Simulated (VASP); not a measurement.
These are PBE GGA with D4 dispersion, VASP's PBE PAW potentials (set 64) (plane waves; VASP 6.6.1) values and carry that method's errors.

VASP input:

**KPOINTS**
```
Automatic mesh
0
Gamma
14 14 14
0 0 0
```

INCAR:
```
EDIFF = 1E-7
PREC = Accurate
NEDOS = 601   # DOS grid
LMAXMIX = 4   # l cut-off of mixed one-centre charges
ISMEAR = -5   # tetrahedra, Bloechl
GGA = PE   # PBE
ISIF = 2
LWAVE = F
IVDW = 13
NELM = 100   # most electronic steps
ENCUT = 520   # plane-wave cut-off (eV)
LORBIT = 11
LASPH = T   # aspherical one-centre terms
SYSTEM = TiCo
LCHARG = T
LREAL = F
ALGO = Normal
```

### POSCAR
```
TiCo
1
    2.9493832994     0.0000000000     0.0000000000
    0.0000000000     2.9493832994     0.0000000000
    0.0000000000     0.0000000000     2.9493832994
Ti Co
1 1
Direct
  0.0000000000   0.0000000000   0.0000000000
  0.5000000000   0.5000000000   0.5000000000
```

POTCAR, in this order: Ti_sv Co (PBE.64 set). Program: vasp_std.

Output

### OUTCAR
```
 ion  position               nearest neighbor table
   1  0.000  0.000  0.000-   2 2.55   2 2.55   2 2.55   2 2.55   2 2.55   2 2.55   2 2.55   2 2.55
  LATTYP: Found a simple cubic cell.
 ALAT       =     2.9493832994
 Subroutine PRICEL returns:
 Original cell was already a primitive cell.
 Subroutine GETGRP returns: Found 48 space group operations
The static configuration has the point symmetry O_h .
The dynamic configuration has the point symmetry O_h .
 Subroutine INISYM returns: Found 48 space group operations
 Subroutine IBZKPT returns following result:
 Found    120 irreducible k-points:

 Following reciprocal coordinates:
            Coordinates               Weight
  0.000000  0.000000  0.000000      1.000000
  0.071429  0.000000  0.000000      6.000000
  0.142857  0.000000  0.000000      6.000000
  0.214286  0.000000  0.000000      6.000000
  0.285714  0.000000  0.000000      6.000000
  0.357143  0.000000  0.000000      6.000000
  0.428571  0.000000  0.000000      6.000000
  0.500000  0.000000  0.000000      3.000000
  0.071429  0.071429  0.000000     12.000000
  0.142857  0.071429  0.000000     24.000000
  0.214286  0.071429  0.000000     24.000000
  0.285714  0.071429  0.000000     24.000000
  0.357143  0.071429  0.000000     24.000000
  0.428571  0.071429  0.000000     24.000000
  0.500000  0.071429  0.000000     12.000000
  0.142857  0.142857  0.000000     12.000000
  0.214286  0.142857  0.000000     24.000000
  0.285714  0.142857  0.000000     24.000000
  0.357143  0.142857  0.000000     24.000000
  0.428571  0.142857  0.000000     24.000000
  0.500000  0.142857  0.000000     12.000000
  0.214286  0.214286  0.000000     12.000000
  0.285714  0.214286  0.000000     24.000000
  0.357143  0.214286  0.000000     24.000000
  0.428571  0.214286  0.000000     24.000000
...
```

OSZICAR:
```
       N       E                     dE             d eps       ncg     rms          rms(c)
DAV:   1     0.151436442333E+03    0.15144E+03   -0.10489E+04  3360   0.189E+03
DAV:   2    -0.857459661686E+01   -0.16001E+03   -0.15755E+03  3414   0.410E+02
DAV:   3    -0.176075453665E+02   -0.90329E+01   -0.89637E+01  5278   0.107E+02
DAV:   4    -0.178728136532E+02   -0.26527E+00   -0.26426E+00  4204   0.153E+01
DAV:   5    -0.178832710263E+02   -0.10457E-01   -0.10455E-01  4870   0.270E+00    0.135E+01
DAV:   6    -0.160592286585E+02    0.18240E+01   -0.13047E+01  4160   0.555E+01    0.651E+00
DAV:   7    -0.183660393493E+02   -0.23068E+01   -0.26990E+01  5576   0.505E+01    0.224E+01
DAV:   8    -0.156142920612E+02    0.27517E+01   -0.16062E+01  5032   0.394E+01    0.174E+00
DAV:   9    -0.156473623760E+02   -0.33070E-01   -0.26338E-01  4538   0.519E+00    0.182E+00
DAV:  10    -0.156332269318E+02    0.14135E-01   -0.78133E-02  5038   0.355E+00    0.523E-01
DAV:  11    -0.156315143842E+02    0.17125E-02   -0.61215E-03  4390   0.875E-01    0.295E-01
DAV:  12    -0.156308702243E+02    0.64416E-03   -0.27405E-03  4850   0.466E-01    0.553E-02
DAV:  13    -0.156308566937E+02    0.13531E-04   -0.10268E-04  4036   0.101E-01    0.305E-02
DAV:  14    -0.156308616150E+02   -0.49213E-05   -0.39376E-05  5074   0.596E-02    0.377E-03
DAV:  15    -0.156308612401E+02    0.37491E-06   -0.97873E-07  3672   0.121E-02    0.101E-03
DAV:  16    -0.156308612050E+02    0.35092E-07   -0.55495E-08  2168   0.351E-03
   1 F= -.16264828E+02 E0= -.16264828E+02  d E =0.000000E+00
```

**OUTCAR**
```
------------------------ aborting loop because EDIFF is reached ----------------------------------------
  Edisp (eV):   -0.63397
  FORCE on cell =-STRESS in cart. coord.  units (eV):
  Direction    XX          YY          ZZ          XY          YZ          ZX
  --------------------------------------------------------------------------------------
  Total      -0.03094    -0.03094    -0.03094     0.00000    -0.00000     0.00000
  in kB      -1.93215    -1.93215    -1.93215     0.00000    -0.00000     0.00000
  external pressure =       -1.93 kB  Pullay stress =        0.00 kB
  volume of cell :       25.66
      direct lattice vectors                 reciprocal lattice vectors
     2.949383299  0.000000000  0.000000000     0.339053930  0.000000000  0.000000000
     0.000000000  2.949383299  0.000000000     0.000000000  0.339053930  0.000000000
     0.000000000  0.000000000  2.949383299     0.000000000  0.000000000  0.339053930
 POSITION                                       TOTAL-FORCE (eV/Angst)
 -----------------------------------------------------------------------------------
      0.00000      0.00000      0.00000         0.000000      0.000000      0.000000
      1.47469      1.47469      1.47469         0.000000      0.000000      0.000000
 -----------------------------------------------------------------------------------
    total drift:                                0.000000      0.000000     -0.000000
  FREE ENERGIE OF THE ION-ELECTRON SYSTEM (eV)
  ---------------------------------------------------
  free  energy   TOTEN  =       -16.2648283355 eV

  energy  without entropy=      -16.2648283355  energy(sigma->0) =      -16.26482834

 total charge

# of ion       s       p       d       tot
------------------------------------------
    1        2.255   6.190   1.888  10.333
    2        0.535   0.464   7.371   8.371
--------------------------------------------------
tot          2.790   6.654   9.259  18.704
```
(Selected blocks of OUTCAR.)

For a metal the tetrahedron method with Blöchl corrections gives inexact stress and forces.

The compound is TiCo in the CsCl type structure. It was relaxed first. The run is not spin-polarised, so no magnetic state was tried. The electron count is odd and the run is not spin-polarised, which forces a metal.
